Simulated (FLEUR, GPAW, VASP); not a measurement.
# Y: 3 runs at one level of theory

```xyz
3
Lattice="3.6515 0.0000 0.0000 -1.8257 3.1623 0.0000 0.0000 0.0000 20.7474" Properties=species:S:1:pos:R:3 pbc="T T T"
Y     0.0000    2.1082    7.5000
Y     1.8257    1.0541   10.3737
Y     0.0000    2.1082   13.2474
```

Alike in all runs: task single point; functional PBE; k mesh 8 × 8 × 1; occupations fermi-dirac, width 0.05 eV; no spin polarisation; no spin-orbit coupling.

```tsv
program and potentials	plane-wave cutoff (eV)	notes	largest force (eV/Å)
GPAW, GPAW PAW data sets (gpaw-data 1.2.1)	450	-	0.198
VASP, PBE PAW files Y_sv, 520 eV	520	-	?
FLEUR, all-electron, FLAPW	-	-	0.229
```

Question: Estimate from the other rows what the run with VASP, PBE PAW files Y_sv, 520 eV gave.

Answer: Largest force 0.203 eV/Å. The other rows, which needn't bracket it: largest force 0.198 to 0.229.
